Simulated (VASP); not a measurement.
Output of a VASP run:

OSZICAR:
```
...
DAV:   1     0.103945266035E+03    0.10395E+03   -0.65645E+03 11828   0.136E+03
DAV:   2    -0.101348087215E+02   -0.11408E+03   -0.10649E+03 11718   0.283E+02
DAV:   3    -0.161168934331E+02   -0.59821E+01   -0.56971E+01 13014   0.878E+01
DAV:   4    -0.162082605843E+02   -0.91367E-01   -0.91276E-01 14006   0.109E+01
DAV:   5    -0.162119790214E+02   -0.37184E-02   -0.37182E-02 16734   0.168E+00    0.148E+01
DAV:   6    -0.144949784349E+02    0.17170E+01   -0.12851E+01 13068   0.752E+01    0.746E+00
DAV:   7    -0.141210586449E+02    0.37392E+00   -0.20574E+00 13092   0.285E+01    0.391E+00
DAV:   8    -0.141084440417E+02    0.12615E-01   -0.63871E-02 13628   0.283E+00    0.191E+00
DAV:   9    -0.140918355535E+02    0.16608E-01   -0.50678E-02 13066   0.248E+00    0.663E-01
DAV:  10    -0.140942139904E+02   -0.23784E-02   -0.49494E-02 12534   0.206E+00    0.339E-01
DAV:  11    -0.140920814912E+02    0.21325E-02   -0.48718E-02 12444   0.195E+00    0.249E-01
DAV:  12    -0.140946732485E+02   -0.25918E-02   -0.43736E-03 13074   0.717E-01    0.117E-01
DAV:  13    -0.140939146573E+02    0.75859E-03   -0.57435E-02 12234   0.197E+00    0.104E-01
DAV:  14    -0.140945745586E+02   -0.65990E-03   -0.62171E-03 13032   0.823E-01    0.113E-01
DAV:  15    -0.140938423531E+02    0.73221E-03   -0.91932E-03 12192   0.865E-01    0.791E-02
DAV:  16    -0.140933469299E+02    0.49542E-03   -0.33283E-02 12090   0.161E+00    0.602E-02
DAV:  17    -0.140933503167E+02   -0.33868E-05   -0.23069E-02 12048   0.148E+00    0.930E-02
DAV:  18    -0.140927544504E+02    0.59587E-03   -0.15139E-02 12186   0.109E+00    0.474E-02
DAV:  19    -0.140928583254E+02   -0.10387E-03   -0.14359E-02 12078   0.110E+00    0.573E-02
DAV:  20    -0.140926083785E+02    0.24995E-03   -0.63533E-03 11790   0.846E-01    0.429E-02
DAV:  21    -0.140923601169E+02    0.24826E-03   -0.83606E-03 12048   0.894E-01    0.289E-02
DAV:  22    -0.140922570002E+02    0.10312E-03   -0.38474E-03 11790   0.652E-01    0.175E-02
DAV:  23    -0.140924289548E+02   -0.17195E-03   -0.35336E-03 12042   0.552E-01    0.335E-02
DAV:  24    -0.140921743979E+02    0.25456E-03   -0.21889E-03 11850   0.447E-01    0.178E-02
DAV:  25    -0.140923671156E+02   -0.19272E-03   -0.30833E-03 12678   0.471E-01    0.330E-02
DAV:  26    -0.140921798167E+02    0.18730E-03   -0.67147E-04 12540   0.249E-01    0.187E-02
DAV:  27    -0.140921244812E+02    0.55336E-04   -0.37841E-04 12456   0.175E-01    0.692E-03
DAV:  28    -0.140921573450E+02   -0.32864E-04   -0.48916E-04 12720   0.200E-01    0.148E-02
DAV:  29    -0.140921379399E+02    0.19405E-04   -0.63843E-04 12222   0.227E-01    0.117E-02
DAV:  30    -0.140921274809E+02    0.10459E-04   -0.33283E-04 11868   0.189E-01    0.481E-03
DAV:  31    -0.140921204395E+02    0.70414E-05   -0.17996E-04 11784   0.157E-01    0.651E-03
DAV:  32    -0.140921218133E+02   -0.13738E-05   -0.75412E-05 11880   0.983E-02    0.594E-03
DAV:  33    -0.140921163347E+02    0.54786E-05   -0.45064E-05 12114   0.681E-02    0.527E-03
DAV:  34    -0.140921168676E+02   -0.53284E-06   -0.18657E-05 11832   0.476E-02    0.500E-03
DAV:  35    -0.140921166333E+02    0.23424E-06   -0.21318E-05 11826   0.515E-02    0.339E-03
DAV:  36    -0.140921142291E+02    0.24043E-05   -0.11938E-05 11856   0.410E-02    0.227E-03
DAV:  37    -0.140921136966E+02    0.53240E-06   -0.27957E-05 12522   0.477E-02    0.203E-03
DAV:  38    -0.140921127274E+02    0.96926E-06   -0.70093E-06 12258   0.258E-02
   1 F= -.14092113E+02 E0= -.14091041E+02  d E =-.214314E-02  mag=    -0.0000     0.0000     3.2385
       N       E                     dE             ncg
```

OUTCAR:
```
------------------------ aborting loop because EDIFF is reached ----------------------------------------
  FORCE on cell =-STRESS in cart. coord.  units (eV):
  Direction    XX          YY          ZZ          XY          YZ          ZX
  --------------------------------------------------------------------------------------
  Total        0.0120390      0.0120390      0.0160537      0.0000001      0.0000000      0.0000000
  in kB        0.8926919      0.8926921      1.1903828      0.0000102      0.0000000      0.0000000
  external PRESSURE =       0.9919223 kB  Pullay stress =       0.0000000 kB
  volume of cell :       21.61
      direct lattice vectors                 reciprocal lattice vectors
     1.245139826 -2.156645672  0.000000000     0.401561326 -0.231841515  0.000000000
     1.245139826  2.156645672  0.000000000     0.401561326  0.231841515  0.000000000
     0.000000000  0.000000000  4.023199227     0.000000000  0.000000000  0.248558409
 POSITION                                       TOTAL-FORCE (eV/Angst)
 -----------------------------------------------------------------------------------
      1.24514      0.71888      1.00580        -0.000000     -0.000000      0.000000
      1.24514     -0.71888      3.01740         0.000000      0.000000     -0.000000
 -----------------------------------------------------------------------------------
    total drift:                                0.000000     -0.000000      0.000000
  FREE ENERGIE OF THE ION-ELECTRON SYSTEM (eV)
  ---------------------------------------------------
  free  energy   TOTEN  =       -14.0921127274 eV

  energy  without entropy=      -14.0899695837  energy(sigma->0) =      -14.09104116

 total charge

# of ion       s       p       d       tot
------------------------------------------
    1        0.492   0.525   7.262   8.278
    2        0.492   0.525   7.262   8.278
--------------------------------------------------
tot          0.983   1.050  14.523  16.557

 magnetization (x)

# of ion       s       p       d       tot
------------------------------------------
    1        0.000   0.000   0.000   0.000
    2        0.000   0.000   0.000   0.000
--------------------------------------------------
tot          0.000   0.000   0.000   0.000

 magnetization (y)

# of ion       s       p       d       tot
------------------------------------------
    1        0.000   0.000  -0.000  -0.000
    2        0.000   0.000   0.000   0.000
--------------------------------------------------
tot          0.000   0.000   0.000   0.000

 magnetization (z)

# of ion       s       p       d       tot
------------------------------------------
    1       -0.014  -0.052   1.704   1.637
    2       -0.014  -0.052   1.704   1.637
--------------------------------------------------
tot         -0.028  -0.105   3.408   3.275

 Ion:    1  E_soc:     -0.0158385

 Ion:    2  E_soc:     -0.0158385
```
(Selected blocks of OUTCAR.)

**POSCAR**
```
Co
1
    1.2451398260    -2.1566456721     0.0000000000
    1.2451398260     2.1566456721     0.0000000000
    0.0000000000     0.0000000000     4.0231992265
Co
2
Direct
  0.3333330000   0.6666670000   0.2500000000
  0.6666670000   0.3333330000   0.7500000000
```

Problem. Write an INCAR and KPOINTS that could have produced this output.

Solution. One answer among several that fit: the input of the run itself, PBE GGA with spin-orbit coupling, plane waves, VASP's PBE PAW potentials (set 64).

### INCAR
```
# general
SYSTEM    =Co
PREC      =Accurate
ENCUT     =400
LREAL     =.False.
LASPH     =.True.

# electronic loop
EDIFF     =1E-6
NELM      =100
ALGO      =Normal
LMAXMIX   =4

# smearing
ISMEAR    =0
SIGMA     =0.05

# functional
GGA       =PE
GGA_COMPAT=.False.

# spin
MAGMOM    =0 0 1.6 0 0 1.6
LSORBIT   =.True.

# output
LWAVE     =.False.
LCHARG    =.False.
LORBIT    =11
```

File KPOINTS:
```
kpoints
0
Gamma
 15 15 8
0 0 0
```

File KPOINTS_OPT:
```
k-points along high-symmetry lines
5
Line-mode
Reciprocal
  0.000000   0.000000   0.000000 ! GAMMA
 -0.000000   0.500000   0.000000 ! M

 -0.000000   0.500000   0.000000 ! M
 -0.333333   0.666667   0.000000 ! K

 -0.333333   0.666667   0.000000 ! K
  0.000000   0.000000   0.000000 ! GAMMA

  0.000000   0.000000   0.000000 ! GAMMA
  0.000000   0.000000   0.500000 ! A

  0.000000   0.000000   0.500000 ! A
 -0.000000   0.500000   0.500000 ! L

 -0.000000   0.500000   0.500000 ! L
 -0.333333   0.666667   0.500000 ! H

 -0.333333   0.666667   0.500000 ! H
  0.000000   0.000000   0.500000 ! A

 -0.000000   0.500000   0.500000 ! L
 -0.000000   0.500000   0.000000 ! M

 -0.333333   0.666667   0.500000 ! H
 -0.333333   0.666667   0.000000 ! K
```

POTCAR, in this order: Co (PBE.64 set). Program: vasp_ncl.

The compound is Co in the hcp structure. It was relaxed first.
